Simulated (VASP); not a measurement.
# MnCoF5 (Immm) in VASP: single point with r2SCAN

Aim: the single point of MnCoF5 with r2SCAN.

Program: VASP 6.6.1. These are calculated values, not measurements. Logs are shortened: lines on timing, memory, paths and dates and some standing lists are left out, and cuts for length are marked.

## (1) The structure

It takes space group Immm (No. 71, orthorhombic). Conventional cell: a = 3.450 Å, b = 5.961 Å, c = 7.076 Å, α = 90.00°, β = 90.00°, γ = 90.00°. Around Mn (site symmetry mmm) lie 2 F at 1.84 Å. Co (site symmetry mmm) is surrounded by 6 F at 1.70 to 1.73 Å. F (site symmetry mm2) is surrounded by 1 Co at 1.70 Å and 1 Mn at 1.84 Å. F (site symmetry mmm) has 2 Co at 1.72 Å as nearest neighbours. F (site symmetry m2m) has 1 Co at 1.73 Å as nearest neighbours.

The cell was built by a generator and needn't be a form met in nature.

## (2) Single point, r2SCAN

Input file POSCAR:

```
MnCoF5
1.0
    0.0000000000      0.0000000000      3.4495110800
    3.5381104600     -2.9807166000      1.7247555400
    3.5381104600      2.9807166000     -1.7247555400
Mn Co F
1 1 5
Direct
    0.0000000000      0.0000000000      0.0000000000
    0.0000000000      0.5000000000      0.5000000000
    0.0000000000      0.7400000000      0.7400000000
    0.0000000000      0.2600000000      0.2600000000
    0.5000000000      0.5000000000      0.5000000000
    0.7100000000      0.7900000000      0.2100000000
    0.2900000000      0.2100000000      0.7900000000
```

Input file INCAR.step1:

```
SYSTEM = MnCoF5
ALGO = Normal
EDIFF = 1E-4
ENCUT = 520
GGA = PE
ISMEAR = -1
LASPH = .True.
LCHARG = .False.
LREAL = .False.
LWAVE = .True.
NBANDS = 38
NELM = 100
PREC = Accurate
SIGMA = 0.1
```

Input file INCAR.step2:

```
SYSTEM = MnCoF5
ALGO = Normal
EDIFF = 1E-6
ENCUT = 520
ISIF = 2
ISMEAR = -1
ISTART = 1
LASPH = .True.
LCHARG = .False.
LMIXTAU = .True.
LREAL = .False.
LWAVE = .False.
METAGGA = R2SCAN
NBANDS = 38
NELM = 100
PREC = Accurate
SIGMA = 0.1
```

Input file KPOINTS:

```
k-points
0
Gamma
  6 6 6
  0 0 0
```

Potentials or basis: VASP PAW PBE potentials, release 64 (Mn_pv, Co, F).

The run is started by

```
> cat potpaw_PBE.64/Mn_pv/POTCAR potpaw_PBE.64/Co/POTCAR potpaw_PBE.64/F/POTCAR > POTCAR
> cp INCAR.step1 INCAR
> mpirun -np 1 vasp_std > vasp.out
> cp INCAR.step2 INCAR
> mpirun -np 1 vasp_std > vasp.out
```

OUTCAR:

```text
SYSTEM = MnCoF5
   EDIFF = 1E-6
   ENCUT = 520
   ISIF = 2
   ISMEAR = -1
   ISTART = 1
   LASPH = .True.
   LREAL = .False.
   METAGGA = R2SCAN
   NELM = 100
   PREC = Accurate

 ion  position               nearest neighbor table
   1  0.000  0.000  0.000-   3 1.84   4 1.84   6 2.13   6 2.13   7 2.13   7 2.13
   2  0.000  0.500  0.500-   3 1.70   4 1.70   5 1.72   5 1.72   7 1.73   6 1.73
   3  0.000  0.740  0.740-   2 1.70   1 1.84
   4  0.000  0.260  0.260-   2 1.70   1 1.84
   5  0.500  0.500  0.500-   2 1.72   2 1.72
   6  0.710  0.790  0.210-   2 1.73   1 2.13   1 2.13
   7  0.290  0.210  0.790-   2 1.73   1 2.13   1 2.13

  LATTYP: Found a body centered orthorhombic cell.
 ALAT       =     3.4495110800
 B/A-ratio  =     1.7281965652
 C/A-ratio  =     2.0513692393

  Lattice vectors:

 A1 = (  -3.5381104600,   2.9807166000,  -1.7247555400)
 A2 = (  -3.5381104600,  -2.9807166000,   1.7247555400)
 A3 = (   3.5381104600,   2.9807166000,   1.7247555400)

Analysis of symmetry for initial positions (statically):
=====================================================================
 Subroutine PRICEL returns:
 Original cell was already a primitive cell.

 Routine SETGRP: Setting up the symmetry group for a
 body centered orthorhombic supercell.

 Subroutine GETGRP returns: Found  8 space group operations
 (whereof  8 operations were pure point group operations)
 out of a pool of  8 trial point group operations.

The static configuration has the point symmetry D_2h.

Analysis of symmetry for dynamics (positions and initial velocities):
=====================================================================
 Subroutine PRICEL returns:
 Original cell was already a primitive cell.

 Routine SETGRP: Setting up the symmetry group for a
 body centered orthorhombic supercell.

 Subroutine GETGRP returns: Found  8 space group operations
 (whereof  8 operations were pure point group operations)
 out of a pool of  8 trial point group operations.

The dynamic configuration has the point symmetry D_2h.

 Subroutine INISYM returns: Found  8 space group operations
 (whereof  8 operations are pure point group operations),
 and found     1 'primitive' translations

----------------------------------------------------------------------------------------

                                     Primitive cell

  volume of cell :      72.7578

  direct lattice vectors                    reciprocal lattice vectors
     0.000000000  0.000000000  3.449511080     0.000000000  0.167744897  0.289896155
     3.538110460 -2.980716600  1.724755540     0.141318369 -0.167744897  0.000000000
     3.538110460  2.980716600 -1.724755540     0.141318369  0.167744897  0.000000000

  length of vectors
     3.449511080  4.937375695  4.937375695     0.334930040  0.219338168  0.219338168

  position of ions in fractional coordinates (direct lattice)
     0.000000000  0.000000000  0.000000000
     0.000000000  0.500000000  0.500000000
     0.000000000  0.740000000  0.740000000
     0.000000000  0.260000000  0.260000000
     0.500000000  0.500000000  0.500000000
     0.710000000  0.790000000  0.210000000
     0.290000000  0.210000000  0.790000000

  ion indices of the primitive-cell ions
   primitive index   ion index
                 1           1
                 2           2
                 3           3
                 4           4
                 5           5
                 6           6
                 7           7

----------------------------------------------------------------------------------------

 KPOINTS: k-points

Automatic generation of k-mesh.
 Grid dimensions read from file:
 generate k-points for:    6    6    6

 Generating k-lattice:

  Cartesian coordinates                     Fractional coordinates (reciprocal lattice)
     0.000000000  0.027957483  0.048316026     0.166666667  0.000000000  0.000000000
     0.023553062 -0.027957483  0.000000000     0.000000000  0.166666667 -0.000000000
     0.023553062  0.027957483  0.000000000     0.000000000 -0.000000000  0.166666667

  Length of vectors
     0.055821673  0.036556361  0.036556361

  Shift w.r.t. Gamma in fractional coordinates (k-lattice)
     0.000000000  0.000000000  0.000000000

 Subroutine IBZKPT returns following result:
 ===========================================

 Found     46 irreducible k-points:

 Following reciprocal coordinates:
            Coordinates               Weight
  0.000000  0.000000  0.000000      1.000000
  0.166667  0.000000  0.000000      4.000000
  0.333333  0.000000 -0.000000      4.000000
  0.500000  0.000000 -0.000000      2.000000
  0.000000  0.166667  0.000000      4.000000
  0.166667  0.166667  0.000000      4.000000
[... 16 lines left out ...]
  0.500000  0.166667  0.166667      4.000000
  0.000000  0.333333  0.166667      4.000000
 [... further k-points ...]
   k-points           NKPTS =     46   k-points in BZ     NKDIM =     46   number of bands    NBANDS=     38
   number of dos      NEDOS =    301   number of ions     NIONS =      7
   total plane-waves  NPLWV =  44800
   dimension x,y,z NGX =    28 NGY =   40 NGZ =   40
   dimension x,y,z NGXF=    56 NGYF=   80 NGZF=   80
   ions per type =               1   1   5
   NGX,Y,Z   is equivalent  to a cutoff of  13.49, 13.47, 13.47 a.u.
   NGXF,Y,Z  is equivalent  to a cutoff of  26.99, 26.94, 26.94 a.u.
 SYSTEM =  MnCoF5
   PREC   = accura    normal or accurate (medium, high low for compatibility)
   ISTART =      1    job   : 0-new  1-cont  2-samecut
   ICHARG =      0    charge: 1-file 2-atom 10-const
   ISPIN  =      1    spin polarized calculation?
   LNONCOLLINEAR =      F non collinear calculations
   LSORBIT =      F    spin-orbit coupling
   LASPH  =      T    aspherical Exc in radial PAW
   ENCUT  =  520.0 eV  38.22 Ry    6.18 a.u.   6.41  9.18  9.18*2*pi/ulx,y,z
   NELM   =    100;   NELMIN=  2; NELMDL=  0     # of ELM steps
   EDIFF  = 0.1E-05   stopping-criterion for ELM
   LREAL  =      F    real-space projection
   EDIFFG = 0.1E-04   stopping-criterion for IOM
   NSW    =      0    number of steps for IOM
   IBRION =     -1    ionic relax: 0-MD 1-quasi-New 2-CG
   NFREE  =      0    steps in history (QN), initial steepest desc. (CG)
   ISIF   =      2    stress and relaxation
   ISYM   =      2    0-nonsym 1-usesym 2-fastsym
   POTIM  = 0.5000    time-step for ionic-motion
   TEBEG  =    0.0;   TEEND  =   0.0 temperature during run
   PSTRESS=    0.0 pullay stress
   NELECT =      57.0000    total number of electrons
   NUPDOWN=      -1.0000    fix difference up-down
   EMIN   =  10.00;   EMAX   =-10.00  energy-range for DOS
   EFERMI =   0.00;   METHOD = LEGACY
   ISMEAR =    -1;   SIGMA  =   0.10  broadening in eV -4-tet -1-fermi 0-gaus
   EFERMI_NEDOS =   21; number of points for ismear=-14 and -15
   IALGO  =     38    algorithm
   IMIX   =      4    mixing-type and parameters
     AMIX     =   0.40;   BMIX     =  1.00
     AMIX_MAG =   1.60;   BMIX_MAG =  1.00
  volume/ion in A,a.u.               =      10.39        70.14
  Fermi-wavevector in a.u.,A,eV,Ry     =   1.509176  2.851929 30.988798  2.277612
  Thomas-Fermi vector in A             =   2.619533
   LORBIT       =      0    0 simple, 1 ext, 2 COOP (PROOUT), +10 PAW based schemes
   METAGGA = R2SCAN    functional components
   LHFCALC =     F    Hartree Fock is set to
   AEXX    =    0.0000 exact exchange contribution
   IVDW    =     0    specifies the selected vdW correction
   LEPSILON=     F    determine dielectric tensor
   LRPA    =     F    only Hartree local field effects (RPA)
 non-spin polarized calculation
  energy-cutoff  :      520.00
  volume of cell :       72.76
 maximum number of plane-waves:      1979
 NGX is ok and might be reduce to    28
   NGX = 13   NGY = 19   NGZ = 19

 number of electron      57.0000000 magnetization

 Free energy of the ion-electron system (eV)
  ---------------------------------------------------
  ext. energy  EPLUGINS =         0.00000000
  ---------------------------------------------------
  free energy    TOTEN  =       -55.36388057 eV

  energy without entropy =      -55.11773532  energy(sigma->0) =      -55.24080794

 E-fermi :   4.0592     XC(G=0): -11.3354

 val. band max:        4.0588129556   @ k =   0.0000   0.1667   0.0000
 cond. band min:       4.0647866587   @ k =   0.0000   0.1667   0.1667
 fundamental gap:      0.0059737031
 Fermi energy:         4.0592112491

 k-point     1 :       0.0000    0.0000    0.0000
  band No.  band energies     occupation
      1     -45.9234      2.00000
      2     -45.5150      2.00000
      3     -45.4862      2.00000
      4     -23.5989      2.00000
      5     -22.5272      2.00000
      6     -22.5088      2.00000
[... 30 lines left out ...]
     37      15.2096      0.00000
     38      16.1472      0.00000

 k-point     2 :       0.1667    0.0000    0.0000
  band No.  band energies     occupation
      1     -45.9232      2.00000
      2     -45.5192      2.00000
      3     -45.4854      2.00000
      4     -23.4656      2.00000
      5     -22.6005      2.00000
      6     -22.4471      2.00000
[... 30 lines left out ...]
     37      16.1684      0.00000
     38      16.4995      0.00000

 k-point     3 :       0.3333    0.0000   -0.0000
  band No.  band energies     occupation
      1     -45.9228      2.00000
      2     -45.5277      2.00000
      3     -45.4838      2.00000
      4     -23.1608      2.00000
      5     -22.6621      2.00000
      6     -22.4167      2.00000
[... 30 lines left out ...]
     37      15.8348      0.00000
[... 781 lines left out ...]
 k-point    23 :       0.5000    0.1667    0.1667
  band No.  band energies     occupation
      1     -45.9226      2.00000
      2     -45.5319      2.00000
      3     -45.4830      2.00000
      4     -22.9278      2.00000
      5     -22.7078      2.00000
      6     -22.3831      2.00000
[... 30 lines left out ...]
     37      14.0865      0.00000
     38      16.7548      0.00000

 k-point    24 :       0.0000    0.3333    0.1667
  band No.  band energies     occupation
      1     -45.9235      2.00000
      2     -45.5150      2.00000
      3     -45.4862      2.00000
      4     -23.4496      2.00000
      5     -22.6943      2.00000
      6     -22.4662      2.00000
[... 30 lines left out ...]
     37      15.5658      0.00000
     38      16.6644      0.00000

 [... further k-points ...]

------------------------ aborting loop because EDIFF is reached ----------------------------------------

  FORCE on cell =-STRESS in cart. coord.  units (eV):
  Direction    XX          YY          ZZ          XY          YZ          ZX
  --------------------------------------------------------------------------------------
  -------------------------------------------------------------------------------------
  Total       16.2221477      9.5912258      7.8691020      0.0000000     -0.0000000      0.0000000
  in kB      357.2229222    211.2054319    173.2830746      0.0000000     -0.0000000      0.0000000
  external PRESSURE =     247.2371429 kB  Pullay stress =       0.0000000 kB

 VOLUME and BASIS-vectors are now :
 -----------------------------------------------------------------------------
  energy-cutoff  :      520.00
  volume of cell :       72.76
      direct lattice vectors                 reciprocal lattice vectors
     0.000000000  0.000000000  3.449511080     0.000000000  0.167744897  0.289896155
     3.538110460 -2.980716600  1.724755540     0.141318369 -0.167744897  0.000000000
     3.538110460  2.980716600 -1.724755540     0.141318369  0.167744897  0.000000000

 POSITION                                       TOTAL-FORCE (eV/Angst)
 -----------------------------------------------------------------------------------
      0.00000      0.00000      0.00000        -0.000000     -0.000000      0.000000
      3.53811      0.00000      0.00000        -0.000000     -0.000000      0.000000
      5.23640      0.00000      0.00000         2.987199     -0.000000      0.000000
      1.83982      0.00000      0.00000        -2.987199     -0.000000      0.000000
      3.53811      0.00000      1.72476        -0.000000     -0.000000      0.000000
      3.53811     -1.72882      3.44951        -0.000000     -3.819700      0.000000
      3.53811      1.72882     -0.00000        -0.000000      3.819700     -0.000000
 -----------------------------------------------------------------------------------
    total drift:                                0.000000      0.000000     -0.000000

  FREE ENERGIE OF THE ION-ELECTRON SYSTEM (eV)
  ---------------------------------------------------
  free  energy   TOTEN  =       -55.3638805682 eV

  energy  without entropy=      -55.1177353183  energy(sigma->0) =      -55.24080794
```

It took 8.3 min on 1 thread of Intel Xeon Platinum 8259CL at 2.50GHz (Skylake/Cascade Lake), shared host; peak memory 0.28 GiB.

What came out:

- Free energy: -55.3639 eV
- Pressure: 24.7 GPa
- Largest force: 3.820 eV/Å
- Band gap on the k mesh: none (metal or under the smearing width)

Forces in eV/Å, atoms in the order of the input:
```
Mn   0.000  0.000  0.000
Co   0.000  0.000  0.000
F    2.987  0.000  0.000
F   -2.987  0.000  0.000
F    0.000  0.000  0.000
F    0.000 -3.820  0.000
F    0.000  3.820  0.000
```

Caveat: so large a pressure means that the cell lies far from this level's equilibrium, or that cutoff or potentials fall short; the potentials were made for another functional, which shifts forces and pressure; an odd number of electrons without spin polarisation forces a metal; a magnetic or distorted state may lie lower; the run has no spin polarisation, though such a crystal can be magnetic; semilocal functionals often make such compounds metallic where correlation or magnetic order opens a gap, which also shifts bond lengths.
